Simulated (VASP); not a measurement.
An input for Ansatz (written as the equivalent of a VASP run, and not itself run):

Ansatz 0.2 input:
```yaml
crystal:
  lattice:
    - [4.1543230, 0.0000000, 0.0000000]
    - [0.0000000, 4.1543230, 0.0000000]
    - [0.0000000, 0.0000000, 4.1543230]
  atoms:
    - { symbol: La, position: [0.0000000, 0.0000000, 0.0000000] }
    - { symbol: B, position: [0.8002079, 0.5000000, 0.5000000] }
    - { symbol: B, position: [0.5000000, 0.1997921, 0.5000000] }
    - { symbol: B, position: [0.5000000, 0.8002079, 0.5000000] }
    - { symbol: B, position: [0.1997921, 0.5000000, 0.5000000] }
    - { symbol: B, position: [0.5000000, 0.5000000, 0.8002079] }
    - { symbol: B, position: [0.5000000, 0.5000000, 0.1997921] }
kpoints:
  mp_grid: { grid: [8, 8, 8] }
hamiltonian:
  xc: pbe
  pseudopotentials: { kind: paw }
scf:
  occupations: { method: methfessel_paxton, width: 0.1 }
  max_iter: 100
relax:
  max_steps: 40
  f_tol: 0.02
  cell: { p_target: 5 }
output: { forces: true, stress: true, eigenvalues: true }
```

Question: Translate this input to VASP (INCAR, KPOINTS, POSCAR, choice of POTCAR).

Answer: This is not unique; one that fits is 
INCAR:
```
# general
SYSTEM  = LaB6
PREC    = Accurate
ENCUT   = 620
LREAL   = .False.   # projection in real space or not
LASPH   = .True.   # aspherical one-centre terms

# electronic loop
EDIFF   = 1E-6
NELM    = 100
ALGO    = Normal
LMAXMIX = 6

# smearing
ISMEAR  = 1   # Methfessel-Paxton
SIGMA   = 0.1   # width (eV)

# functional
GGA     = PE

# ions
IBRION  = 2
NSW     = 40   # most ionic steps
ISIF    = 3   # ions, shape and volume
EDIFFG  = -0.02   # ionic stop
PSTRESS = 50

# output
LWAVE   = .False.
LCHARG  = .False.
```

KPOINTS:
```
kpoints
0
Gamma
 8 8 8
0 0 0
```

POSCAR:
```
LaB6
1
    4.1543229616     0.0000000000     0.0000000000
    0.0000000000     4.1543229616     0.0000000000
    0.0000000000     0.0000000000     4.1543229616
La B
1 6
Direct
  0.0000000000   0.0000000000   0.0000000000
  0.8002078772   0.5000000000   0.5000000000
  0.5000000000   0.1997921228   0.5000000000
  0.5000000000   0.8002078772   0.5000000000
  0.1997921228   0.5000000000   0.5000000000
  0.5000000000   0.5000000000   0.8002078772
  0.5000000000   0.5000000000   0.1997921228
```

POTCAR, in this order: La B (PBE.64 set). Program: vasp_std.

What does not carry over: each code has its own PAW files, so the cut-off isn't converted (ENCUT is set for VASP's; basis.ecutwfc is left out, and Ansatz then takes the one that its files recommend); Ansatz stops its SCF on the density residual and VASP on the energy change (EDIFF).

The compound is LaB6 in the cab6 structure. This run relaxes it under an external pressure of 5 GPa. Symmetry was kept, so distortions that lower it aren't found.
